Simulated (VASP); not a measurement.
Here is the system:

```
WSi2
1.0
   -1.61816     1.61816     3.94710
    1.61816    -1.61816     3.94710
    1.61816     1.61816    -3.94710
Si W
2 1
Cartesian
  0.00000   0.00000   5.24965
  0.00000   0.00000   2.64456
  0.00000   0.00000   0.00000
```

Level of theory: LDA (Ceperley-Alder, Perdew-Zunger), VASP's LDA PAW potentials (set 64) (plane waves; VASP 6.6.1). Numerical set-up: 300 eV cut-off, 6×6×8 Γ-centred mesh, Fermi-Dirac smearing of 0.10 eV, potentials Si W_sv.

At this cut-off the stress carries a Pulay error, which pulls relaxed volumes low. Energy and stress use the plane-wave basis of the starting cell.

Q: The ions, cell shape and volume are relaxed. Which structure does the run end with?

A: 
```
WSi2
1.0
   -1.59356     1.59356     3.88669
    1.59356    -1.59356     3.88669
    1.59356     1.59356    -3.88669
Si W
2 1
Direct
  0.66536   0.66536   0.00000
  0.33464   0.33464   0.00000
  0.00000   0.00000   0.00000
```
Space group I4/mmm (139), at a tolerance of 0.03 Å.

Q: How do energy and volume change from the first to the last step?

A: The energy (σ→0) changes by -20.6 meV/atom and the volume by -4.5 %, in 11 ionic steps.

The structure is a typed WSi2 crystal (I4/mmm). This run relaxes it. Symmetry was kept, so distortions that lower it aren't found. The k-mesh is coarse (spacing up to 0.36 per Å, 2π included), so the numbers may not be converged in it. The run is one of a series of settings (EDIFFG = -0.01, IBRION = 2, ISIF = 3, NSW = 50 against the base run), some of them coarse on purpose.
